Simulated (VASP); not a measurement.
Given:

```xyz
6
Lattice="4.3052 0.0000 0.0000 0.0000 4.3052 0.0000 0.0000 0.0000 4.3052" Properties=species:S:1:pos:R:3 pbc="T T T"
Cu     3.2289     1.0763     3.2289
Cu     1.0763     3.2289     3.2289
Cu     3.2289     3.2289     1.0763
Cu     1.0763     1.0763     1.0763
O      0.0000     0.0000     0.0000
O      2.1526     2.1526     2.1526
```

The numbers are results of PW91 GGA, VASP's PBE PAW potentials (set 64) (plane waves; VASP), not measurements. Run with 520 eV cut-off, Gaussian smearing of 0.050 eV, potentials Cu O.

Problem. What does the run give for the band gap (along the path) with the smallest direct gap where there is one?

Solution. 
```yaml
band gap (along the path): 0.49 eV
smallest direct gap (along the path): 0.49 eV
```

Total energies compare only between runs with the same potentials, cut-off and functional.

The compound is Cu2O in the cuprite structure. It was relaxed first.
